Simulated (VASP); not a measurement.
Take PbF2 (fluorite), against free atoms with fixed spin and no zero-point term, in VASP with PAW potentials, and its cohesive energy.

Problem. One run gives 4.00 eV/atom. Which level is it?
(A) LDA
(B) RPBE
(C) PBEsol
(D) revTPSS

Solution. D, revTPSS.  The others give 4.35 (PBEsol), 3.80 (RPBE), 4.91 (LDA).

Only levels that ran to the end are used. Left out are those held back, those with too coarse a band path, GW runs whose mesh misses a band edge, hybrids' fits of cells that aren't cubic and levels without matching references; a question may draw on a part of the rest.
